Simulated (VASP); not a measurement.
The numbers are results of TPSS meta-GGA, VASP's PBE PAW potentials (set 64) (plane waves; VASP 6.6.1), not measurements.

The input files of a VASP run:

### KPOINTS
```
Automatic mesh
0
Gamma
12 12 7
0 0 0
```

**INCAR**
```
SYSTEM = Mg
PREC = Accurate; ENCUT = 400; LREAL = .FALSE.
LASPH = .TRUE.
EDIFF = 1E-6; NELM = 100; ALGO = Normal
LMIXTAU = .TRUE.
ISMEAR = 1; SIGMA = 0.1
METAGGA = TPSS
ISIF = 2
LWAVE = .FALSE.; LCHARG = .FALSE.
```

### POSCAR
```
Mg
1
    1.5915330000    -2.7005330000     0.0000000000
    1.5915330000     2.7005330000     0.0000000000
    0.0000000000     0.0000000000     5.1208170000
Mg
2
Direct
  0.3333330000   0.6666670000   0.2500000000
  0.6918500000   0.3585160000   0.7500000000
```

POTCAR, in this order: Mg (PBE.64 set). Program: vasp_std.

Problem. Estimate the energy per atom (σ→0), pressure, largest force, band gap (on the k-mesh).

Solution. 
```
Item                                                        Result
------------------------  ----------------------------------------
energy per atom (σ→0)                       -513.4 kJ/mol of atoms
band gap (on the k-mesh)  none (metal, semimetal or under 0.01 eV)
pressure                                                  1.31 GPa
largest force                                      0.00131 Ha/bohr
```

### OSZICAR
```
...
DAV:  10    -0.106398020892E+02    0.79308E-03   -0.15423E-03  4674   0.457E-01    0.280E-02
DAV:  11    -0.106388153339E+02    0.98676E-03   -0.18495E-03  3702   0.572E-01    0.591E-03
DAV:  12    -0.106416026445E+02   -0.27873E-02   -0.75625E-04  3732   0.370E-01    0.525E-03
DAV:  13    -0.106416650586E+02   -0.62414E-04   -0.55433E-06  5076   0.358E-02    0.468E-03
DAV:  14    -0.106416687394E+02   -0.36808E-05   -0.29359E-06  4038   0.165E-02    0.170E-03
DAV:  15    -0.106416745821E+02   -0.58427E-05   -0.12775E-06  3852   0.156E-02    0.428E-04
DAV:  16    -0.106416746992E+02   -0.11711E-06   -0.20645E-08  2124   0.218E-03
   1 F= -.10641675E+02 E0= -.10641780E+02  d E =0.314572E-03
```

The compound is Mg in the hcp structure. The cell was not relaxed at this level, atoms are displaced from their ideal sites. The run is one of a series of settings (GGA removed, LMIXTAU = .TRUE., METAGGA = TPSS against the base run), some of them coarse on purpose.
